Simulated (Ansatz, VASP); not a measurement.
# Ta in two plane-wave programs

One calculation is typed for both programs; each brings its own data sets and cutoff. How far apart do they land?

Main program and level: Ansatz 0.2.0; plane waves, with VASP 6.6.1 beside it; band structure at PBEsol, spin-orbit coupling and single point at PBEsol, spin-orbit coupling.

## (1) Set-up

It takes space group Im-3m (No. 229, cubic). Conventional cell: a = 3.303 Å, b = 3.303 Å, c = 3.303 Å, α = 90.00°, β = 90.00°, γ = 90.00°. Nearest to Ta lie 8 Ta at 2.86 Å.

## (2) VASP: band structure, PBEsol, spin-orbit coupling

A single point gives forces, pressure and levels at one fixed geometry, so differences don't come from the geometry; what else differs is listed under the comparison.

Lines of VASP's logs that name or quote its potential files are left out, and so is its time.

File INCAR:

```
SYSTEM = Ta
PREC = Accurate
ENCUT = 400
EDIFF = 1E-06
NELM = 100
ISMEAR = -1
SIGMA = 0.05
LREAL = .FALSE.
ALGO = Normal
GGA = PS
LNONCOLLINEAR = .TRUE.
MAGMOM = 0 0 0
NBANDS = 22
GGA_COMPAT = .FALSE.
LASPH = .TRUE.
LSORBIT = .TRUE.
LMAXMIX = 4
LORBIT = 11
LWAVE = .FALSE.
LCHARG = .FALSE.
KPAR = 2
```

File POSCAR:

```
Ta
1.0
   -1.6512800000      1.6512800000      1.6512800000
    1.6512800000     -1.6512800000      1.6512800000
    1.6512800000      1.6512800000     -1.6512800000
Ta
1
Direct
    0.0000000000      0.0000000000      0.0000000000
```

File KPOINTS:

```
Automatic mesh
0
Gamma
8 8 8
0 0 0
```

File KPOINTS_OPT:

```
Line mode
16
Line-mode
Reciprocal
  0.00000000   0.00000000   0.00000000 GAMMA
  0.50000000  -0.50000000   0.50000000 H

  0.50000000  -0.50000000   0.50000000 H
  0.00000000   0.00000000   0.50000000 N

  0.00000000   0.00000000   0.50000000 N
  0.00000000   0.00000000   0.00000000 GAMMA

  0.00000000   0.00000000   0.00000000 GAMMA
  0.25000000   0.25000000   0.25000000 P

  0.25000000   0.25000000   0.25000000 P
  0.50000000  -0.50000000   0.50000000 H

  0.25000000   0.25000000   0.25000000 P
  0.00000000   0.00000000   0.50000000 N
```

PAW data sets: Ta_pv (PBE family, release 64).

Started as:

```
mpirun -np 2 vasp_ncl
```

Numbers of over 12 decimals in the logs are rounded to 6 here.

Output:

```text
[banner, memory and clock lines left out]
running    2 mpi-ranks, on    1 nodes
 distrk:  each k-point on    1 cores,    2 groups
 distr:  one band on    1 cores,    1 groups

 POSCAR found type information on POSCAR Ta
 POSCAR found :  1 types and       1 ions
|                                                                             |
|               ----> ADVICE to this user running VASP <----                  |
|                                                                             |
|     You enforced a specific xc type in the INCAR file but a different       |
|     [... a line on the potential file left out ...]
|     I HOPE YOU KNOW WHAT YOU ARE DOING!                                     |
|                                                                             |

 LDA part: xc-table for (Slater+PW92), standard interpolation
 POSCAR, INCAR and KPOINTS ok, starting setup
 FFT: planning ... GRIDC
 FFT: planning ... GRID_SOFT
 FFT: planning ... GRID
 WAVECAR not read
 entering main loop
       N       E                     dE             d eps       ncg     rms          rms(c)
DAV:   1     0.812518164770E+02    0.81252E+02   -0.51903E+03  1276   0.856E+02
DAV:   2    -0.115092457463E+02   -0.92761E+02   -0.90017E+02  1486   0.291E+02
DAV:   3    -0.137870148147E+02   -0.22778E+01   -0.22607E+01  1536   0.442E+01
DAV:   4    -0.137978543509E+02   -0.10840E-01   -0.10837E-01  1474   0.325E+00
DAV:   5    -0.137979415319E+02   -0.87181E-04   -0.87178E-04  1466   0.262E-01    0.139E+01
DAV:   6    -0.134108808392E+02    0.38706E+00   -0.32486E-01  1452   0.644E+00    0.671E+00
DAV:   7    -0.132965237452E+02    0.11436E+00   -0.26202E-01  1428   0.538E+00    0.119E+00
DAV:   8    -0.132961490788E+02    0.37467E-03   -0.74214E-03  1470   0.529E-01    0.294E-01
DAV:   9    -0.132951383859E+02    0.10107E-02   -0.12437E-03  1494   0.438E-01    0.339E-02
DAV:  10    -0.132951239055E+02    0.14480E-04   -0.37153E-05  1420   0.713E-02    0.223E-02
DAV:  11    -0.132951214712E+02    0.24342E-05   -0.53359E-06  1506   0.272E-02    0.519E-03
DAV:  12    -0.132951215252E+02   -0.53940E-07   -0.82799E-08   806   0.343E-03
   1 F= -.13295122E+02 E0= -.13291663E+02  d E =-.691741E-02  mag=    -0.0000     0.0000     0.0000
 Start KPOINTS_OPT (optional k-point list driver)
k-point batch [1-29\96]
       N       E                     dE             ncg
DAV:   1    -0.175345327023E+04   -0.12429E+05     1276
DAV:   2    -0.438350720603E+04   -0.26301E+04     1456
DAV:   3    -0.444708019981E+04   -0.63573E+02     1528
DAV:   4    -0.444740172634E+04   -0.32153E+00     1450
DAV:   5    -0.444740414992E+04   -0.24236E-02     1502
DAV:   6    -0.444740419146E+04   -0.41541E-04     1502
DAV:   7    -0.444740419189E+04   -0.43806E-06     1206
[...]
k-point batch [88-96\96]
       N       E                     dE             ncg
DAV:   1     0.887310649566E+04   -0.41507E+04      396
DAV:   2     0.805415099545E+04   -0.81896E+03      468
DAV:   3     0.803306016385E+04   -0.21091E+02      494
DAV:   4     0.803294436038E+04   -0.11580E+00      434
DAV:   5     0.803294314901E+04   -0.12114E-02      484
DAV:   6     0.803294313010E+04   -0.18911E-04      458
DAV:   7     0.803294312979E+04   -0.30094E-06      422
```

From OUTCAR (step 2):

```text
ion  position               nearest neighbor table
   1  0.000  0.000  0.000-

  LATTYP: Found a body centered cubic cell.
 ALAT       =     3.3025600000

 Subroutine GETGRP returns: Found 48 space group operations
 (whereof 48 operations were pure point group operations)

The static configuration has the point symmetry O_h .

 Found     29 irreducible k-points:

   k-points           NKPTS =     29   k-points in BZ     NKDIM =     29   number of bands    NBANDS=     22

   dimension x,y,z NGX =    20 NGY =   20 NGZ =   20
   dimension x,y,z NGXF=    40 NGYF=   40 NGZF=   40

   ENCUT  =  400.0 eV  29.40 Ry    5.42 a.u.   4.66  4.66  4.66*2*pi/ulx,y,z

   NELECT =      11.0000    total number of electrons

 k-points in reciprocal lattice and weights: Automatic mesh
   0.00000000  0.00000000  0.00000000       0.002
   0.12500000  0.00000000  0.00000000       0.023
   0.25000000  0.00000000  0.00000000       0.023
   0.37500000  0.00000000  0.00000000       0.023
   0.50000000  0.00000000  0.00000000       0.012
   0.12500000  0.12500000  0.00000000       0.047
   0.25000000  0.12500000 -0.00000000       0.094
   0.37500000  0.12500000  0.00000000       0.094
   0.25000000  0.25000000  0.00000000       0.047
[...]
0.50000000  0.50000000  0.37500000       0.023
   0.50000000  0.50000000  0.50000000       0.002

 average (electrostatic) potential at core
       1 -36.2537

 E-fermi :   5.3040

 k-point     1 :       0.0000    0.0000    0.0000
  band No.  band energies     occupation
    ...
      4     -25.1141      1.00000
      5     -25.1141      1.00000
      6     -25.1141      1.00000
      7      -2.6092      1.00000
      8      -2.6092      1.00000
      9       5.8846      0.00001
     10       5.8846      0.00001
     11       5.8846      0.00001
     12       5.8846      0.00001
     13       6.3012      0.00000
    ...

 k-point     2 :       0.1250    0.0000    0.0000
  band No.  band energies     occupation
    ...
      4     -25.2876      1.00000
      5     -25.1477      1.00000
      6     -25.1477      1.00000
      7      -1.9236      1.00000
      8      -1.9236      1.00000
      9       5.5657      0.00531
     10       5.5657      0.00531
     11       5.8240      0.00003
     12       5.8240      0.00003
     13       6.7622      0.00000
    ...

 k-point     3 :       0.2500    0.0000    0.0000
  band No.  band energies     occupation
    ...
      8      -0.2952      1.00000
      9       4.7358      0.99999
     10       4.7358      0.99999
     11       5.2091      0.86971
     12       5.2091      0.86971
     13       8.6011      0.00000
     14       8.6011      0.00000
     15       8.7571      0.00000
     16       8.7571      0.00000
     17       9.5764      0.00000
    ...

  Total       -0.6362651     -0.6362651     -0.6362651      0.0000000      0.0000000     -0.0000000
  in kB      -56.6013121    -56.6013121    -56.6013121      0.0000000      0.0000000     -0.0000000
  external PRESSURE =     -56.6013121 kB  Pullay stress =       0.0000000 kB

  energy-cutoff  :      400.00
  volume of cell :       18.01
      direct lattice vectors                 reciprocal lattice vectors
    -1.651280000  1.651280000  1.651280000     0.000000000  0.302795407  0.302795407
     1.651280000 -1.651280000  1.651280000     0.302795407  0.000000000  0.302795407
     1.651280000  1.651280000 -1.651280000     0.302795407  0.302795407  0.000000000

 POSITION                                       TOTAL-FORCE (eV/Angst)
 -----------------------------------------------------------------------------------
      0.00000      0.00000      0.00000        -0.000000      0.000000     -0.000000
 -----------------------------------------------------------------------------------
    total drift:                                0.000000     -0.000000      0.000000

  FREE ENERGIE OF THE ION-ELECTRON SYSTEM (eV)
  ---------------------------------------------------
  free  energy   TOTEN  =       -13.2951215252 eV

  energy  without entropy=      -13.2882041179  energy(sigma->0) =      -13.29166282

 Spin-Orbit-Coupling matrix elements
 Ion:    1  E_soc:     -1.4227710

 total charge
# of ion       s       p       d       tot
------------------------------------------
    1        0.368   6.156   2.431   8.955

 magnetization (x)
# of ion       s       p       d       tot
------------------------------------------
    1        0.000   0.000   0.000   0.000

 magnetization (y)
# of ion       s       p       d       tot
------------------------------------------
    1       -0.000   0.000   0.000   0.000

 magnetization (z)
# of ion       s       p       d       tot
------------------------------------------
    1        0.000   0.000  -0.000  -0.000

[... 3 further parts left out ...]
```

At this level the cell is under a tension of 5.7 GPa, so at these settings it is away from equilibrium.

## (3) Ansatz: band structure, PBEsol, spin-orbit coupling

Ansatz runs on its fully relativistic PAW (standard-fr) files.

The same cell, functional, mesh and smearing now go to Ansatz, which takes its cutoff from its data sets.

File input.yaml:

```yaml
crystal:
  lattice:
    - [-1.65128, 1.65128, 1.65128]
    - [1.65128, -1.65128, 1.65128]
    - [1.65128, 1.65128, -1.65128]
  atoms:
    - { symbol: Ta, position: [0.0, 0.0, 0.0] }
hamiltonian:
  xc: pbesol
  pseudopotentials: { kind: paw_fr }
magnetization:
  noncollinear: true
  spin_orbit: true
kpoints:
  mp_grid: { grid: [8, 8, 8] }
  band_path:
    path:
      - [0.0, 0.0, 0.0]
      - [0.1, -0.1, 0.1]
      - [0.2, -0.2, 0.2]
      - [0.3, -0.3, 0.3]
      - [0.43333, -0.43333, 0.43333]
      - [0.5, -0.5, 0.5]
      - [0.4, -0.4, 0.5]
      - [0.3, -0.3, 0.5]
      - [0.16667, -0.16667, 0.5]
      - [0.06667, -0.06667, 0.5]
      - [0.0, 0.0, 0.5]
      - [0.0, 0.0, 0.36667]
      - [0.0, 0.0, 0.26667]
      - [0.0, 0.0, 0.16667]
      - [0.0, 0.0, 0.06667]
      - [0.01667, 0.01667, 0.01667]
      - [0.06667, 0.06667, 0.06667]
      - [0.11667, 0.11667, 0.11667]
      - [0.16667, 0.16667, 0.16667]
      - [0.23333, 0.23333, 0.23333]
      - [0.26667, 0.2, 0.26667]
      - [0.31667, 0.05, 0.31667]
      - [0.38333, -0.15, 0.38333]
      - [0.43333, -0.3, 0.43333]
      - [0.48333, -0.45, 0.48333]
      - [0.23333, 0.23333, 0.26667]
      - [0.16667, 0.16667, 0.33333]
      - [0.11667, 0.11667, 0.38333]
      - [0.06667, 0.06667, 0.43333]
      - [0.0, 0.0, 0.5]
    npoints: 1
scf:
  occupations: { method: fermi_dirac, width: 0.05 }
  n_extra_bands: 12
output:
  forces: true
  stress: true
  eigenvalues: true
```

Started as:

```
ansatz run input.yaml --threads 2 --pin off --max-ram 4608MiB --backend cpu --events-out ev --progress --plain --runs-dir out
```

Output:

```text
scf.n_extra_bands = 12 over 13 filled bands (N_el = 13.0): the run solves 25 bands
Engine: ansatz 0.2.0, aarch64-unknown-linux-gnu
Pseudopotentials: kind: paw_fr
Pseudopotential: Ta, paw_fr, valence charge 13, recommended cutoff 420 eV (normal), Ta.paw.azcp#standard-fr
Functional definition: PBEsol
  exchange = pbesol_x
  correlation = pbesol_c
non-collinear run that drives no moment, with spin-orbit: no starting moment large enough to seed its density (crystal.atoms[].spin), no starting occupations that ask for one, no magnetisation constraint and no magnetic field, so the semilocal B_xc is pinned to zero
Crystal: 1 atoms, lattice volume = 18.010 Å³
Basis set: ecut = 420 eV, 369 PW (Γ), exchange–correlation on 40×40×40 points (8 copies of the dense FFT grid, shifted against one another)
Bands: 25, of which v1, the nominal top of the filled ones, is band 13 counted from 1 (12 counted from 0)
Symmetry: 48 space group operations + 48 with time reversal
Magnetic group: BNS 229.141 (UNI 1643), of the structure as read, at distance tolerance 2.6e-5 Å
k-points: 29 of 512
Projection manifold: j_resolved (fully-relativistic pseudo-atomic orbitals)
Non-local potential: Ta, projectors of the file, l = 0: 3, l = 1: 4, l = 2: 4, l = 3: 2
PAW form: soft (Blöchl's): semilocal exchange-correlation on the pseudo side does not see the compensation charge
PAW frozen core: Ta, regenerated for the run's functional, and the local potential with it (the file was generated under x = pbe(κ = 0.804, μ = 0.219515), c = pbe(β = 0.066725))
PAW one-centre angular grid: Ta, 590 points (default); XC on 64 Gauss nodes
Initial density: superposition of atomic densities (chi_scale 0.1, normalization cell)
Initial wavefunctions: pseudopotential atomic-orbital guess
Functional: x = pbesol(κ = 0.804, μ = 0.123457), c = pbesol(β = 0.046)
SCF iter   1: F=—  HF=-9828.728364 eV  |F-HF|=—  |Δ(HF+E_count)|=         —  Δρ=3.99e-2  dr2=2.73e-1  dr2_m=0.00e0 (ungated)  ethr=3.10e-3  |M|=0.00e0 ∫|m|=0.00e0 μB  |m|>n=0.0e0 m-floor=0.0e0 τ_xc=0.0e0  β_m=0.30  ⟨swp⟩=6.0  Hψ=3636  notcnv=0  defer=17
preconditioner: auto → none  [insulator: Δε(μ)=0.150 eV  Ē_g=10.829 eV  σ=0.050 eV  W_gap=0.58  n_scr=0 (ndim 8)  ℏωp=19.6 eV  f_vac=0.000  D(μ)=0.89/eV (n_scr^D=12)  ε∞_Penn≈4.3]
SCF iter   2: F=—  HF=-9828.651889 eV  |F-HF|=—  |Δ(HF+E_count)|=   7.65e-2  Δρ=2.41e-2  dr2=8.04e-2  dr2_m=0.00e0 (ungated)  ethr=2.10e-3  |M|=0.00e0 ∫|m|=0.00e0 μB  |m|>n=0.0e0 m-floor=0.0e0 τ_xc=0.0e0  β_m=0.49  ⟨swp⟩=2.0  Hψ=1143  notcnv=0  defer=154
SCF iter   3: F=—  HF=-9828.633911 eV  |F-HF|=—  |Δ(HF+E_count)|=   1.80e-2  Δρ=5.16e-3  dr2=1.66e-3  dr2_m=0.00e0 (ungated)  ethr=6.19e-4  |M|=0.00e0 ∫|m|=0.00e0 μB  |m|>n=0.0e0 m-floor=0.0e0 τ_xc=0.0e0  β_m=0.67  ⟨swp⟩=2.9  Hψ=1093  notcnv=0  defer=157
SCF iter   4: F=—  HF=-9828.634845 eV  |F-HF|=—  |Δ(HF+E_count)|=   9.33e-4  Δρ=1.84e-4  dr2=3.64e-6  dr2_m=0.00e0 (ungated)  ethr=1.28e-5  |M|=0.00e0 ∫|m|=0.00e0 μB  |m|>n=0.0e0 m-floor=0.0e0 τ_xc=0.0e0  β_m=0.69  ⟨swp⟩=1.0  Hψ=576  notcnv=0  defer=157
SCF iter   5: F=—  HF=-9828.634852 eV  |F-HF|=—  |Δ(HF+E_count)|=   7.21e-6  Δρ=6.71e-5  dr2=1.77e-7  dr2_m=0.00e0 (ungated)  ethr=7.69e-10  |M|=0.00e0 ∫|m|=0.00e0 μB  |m|>n=0.0e0 m-floor=0.0e0 τ_xc=0.0e0  β_m=0.85  ⟨swp⟩=10.2  Hψ=4428  notcnv=0
SCF iter   6: F=-9828.634852 eV  HF=-9828.634852 eV  |F-HF|=1.84e-8  |Δ(HF+E_count)|=   3.27e-8  Δρ=2.50e-5  dr2=3.48e-8  dr2_m=0.00e0 (ungated)  ethr=7.69e-10  |M|=0.00e0 ∫|m|=0.00e0 μB  |m|>n=0.0e0 m-floor=0.0e0 τ_xc=0.0e0  ⟨swp⟩=4.2  Hψ=1821  notcnv=0
SCF 1 converged in 6 iterations: F = -9828.634852 eV  dr2 = 3.48e-8
  greatest PAW one-centre occupation: 1.000 electrons in one spin orbital (limit 2), on the Ta atom at site 0 (counted from 0), in its partial waves of l = 0
NSCF: frozen V_eff on 30 k-points
SCF converged after 6 iterations
Magnetization: |M| = 0.0000 μB,  M = (+0.0000, +0.0000, +0.0000) μB
Absolute magnetization: 0.0000 μB (∫|m|)
  site 0: m = (+0.0000, +0.0000, +0.0000) μB, |m| = 0.0000 μB  (R = 1.18 Å)
Free energy (F): -9828.634852 eV
Harris-Foulkes:  -9828.634852 eV  (|F-HF|=1.84e-8)
Internal energy: -9828.627376 eV  (E = F + TS)
E sigma→0 (E₀):  -9828.631114 eV
Entropy (-TS):   -0.007476 eV (-7.476 meV/atom)
Fermi energy:    18.465260 eV
--- Per-component energies (eV) ---
  E_band       = -107.616814
  E_kinetic    = 365.701681
  E_local      = -550.669118  (includes V_loc(G=0)·N_el)
  E_nonlocal   = 14.460228
  E_hartree    = 190.542746
  E_xc         = -216.482238
  E_vxc        = -203.368061  (∫ρ·V_xc dr)
  E_paw        = -8291.587750  (= ΣΔE_a)
  E_vpaw       = -114.826362  (= ΣTr[D̂ρ^β])
  E_aug_tail   = 0.000152  (compensation charges beyond the density's cutoff)
  E_ewald      = -1340.811443
  E_core_change = 0.218366  (= ΣΔE_core)
  E_smearing   = -0.007476  (= −TS)
  E_closure    = 0.000000  (closes the sum)
  Σ components = -9828.634852   (vs F -9828.634852, Δ=0.00e0)
--- Forces (eV/Å), atoms counted from 1 ---
  atom   1  Ta     0.00000000     0.00000000     0.00000000
  max |Σ_I F_I| component: 6.72e-25 eV/Å
--- Stress (GPa, compression-positive) ---
       -5.859977       0.000000       0.000000
       -0.000000      -5.859977       0.000000
       -0.000000       0.000000      -5.859977
  P = ⅓ Tr σ = -5.8600 GPa (-58.600 kbar)
--- Band table (eV; the first three rows and the last of 29) ---
  k-point 0: bands = [... 9 lower, 10.5749, 19.0650, 19.0650, 19.0650, 19.0650, 19.4867, 19.4867, 22.5348, ... 8 higher]
  k-point 1: bands = [... 9 lower, 11.2484, 18.7455, 18.7455, 19.0004, 19.0004, 19.9452, 19.9452, 21.9905, ... 8 higher]
  k-point 2: bands = [... 9 lower, 12.8568, 17.9138, 17.9138, 18.3606, 18.3606, 21.7853, 21.7853, 21.9403, ... 8 higher]
  k-point 28: bands = [... 9 lower, 14.6666, 14.6666, 14.6666, 25.1643, 25.1643, 25.1643, 25.1643, 25.4642, ... 8 higher]
```

Wall time 2.6 s (2 threads of Arm Neoverse V1, shared host); peak memory 0.32 GiB.

The column dr2 measures how far the density is from self-consistency, as an energy; F and HF (Harris–Foulkes) agree once it is small.

## (4) Comparison

Known differences besides the potentials themselves: spin-orbit coupling enters by fully relativistic files in Ansatz and inside the spheres in VASP; the data sets hold 13 valence electrons in Ansatz (fully relativistic PAW (standard-fr) files) and 11 in VASP; the cutoff is 420 eV in Ansatz and 400 eV in VASP; Ansatz makes its cores anew for this functional, VASP keeps those of its PBE data sets. Total energies have different zeros and are not compared.

Compared:

| quantity | Ansatz | VASP | difference |
| --- | --- | --- | --- |
| pressure (GPa) | -5.86 | -5.66 | -0.20 |

Levels from 3 eV below to 2 eV above the Fermi level differ by 45 meV r.m.s. and 146 meV at most; each VASP level is matched to the nearest of Ansatz, which flatters the figure a little. Ansatz's pressure holds a Pulay correction of 0.05 GPa; VASP's holds none.

(Continued in part 2 of 2.)

[Lines on the potential files, build, host, timing and source positions are cut from VASP's logs without a mark.]

[Logs are printed without paths, hosts, clocks, repeated set-up lines and the standing remarks that a program may print on its own settings, such as how far it seeks lower states.]

[Hosts, paths, dates, database ids (printed as entryN), source tags and the programs' standing remarks are cut or masked in the printed files.]
